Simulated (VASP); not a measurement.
Runs of VASP 6.6.1 on BAs. It takes space group F-43m (No. 216, cubic). Conventional cell: a = 4.777 Å, b = 4.777 Å, c = 4.777 Å, α = 90.00°, β = 90.00°, γ = 90.00°. Around B (site symmetry -43m) lie 4 As at 2.07 Å. As (site symmetry -43m) has 4 B at 2.07 Å as nearest neighbours. 

| task | cell | gap on the mesh (eV) | pressure (GPa) |
| --- | --- | --- | --- |
| single point | a relaxed cell with its volume scaled by 0.91 | 1.11 | 15.1 |
| single point | a relaxed cell with its volume scaled by 1.06 | (a) | (b) |
| relaxation of cell and atoms | relaxed | 1.21 | 0.0 |
| single point | F-43m, 13.97 Å³/atom | 1.21 | 0.0 |
| single point | a relaxed cell with its volume scaled by 0.97 | 1.18 | 4.3 |

Alike in all rows: level PBE; potentials or basis VASP PAW PBE potentials, release 64 (B, As); no spin polarisation; k mesh 12 × 12 × 12; cutoff (eV) 520; smearing gaussian 1 eV.

Problem. Fill in the values left out.

Solution. (a) 1.27; (b) -6.8.

A k mesh can miss the band edges, and the runs leave out spin-orbit coupling on As.
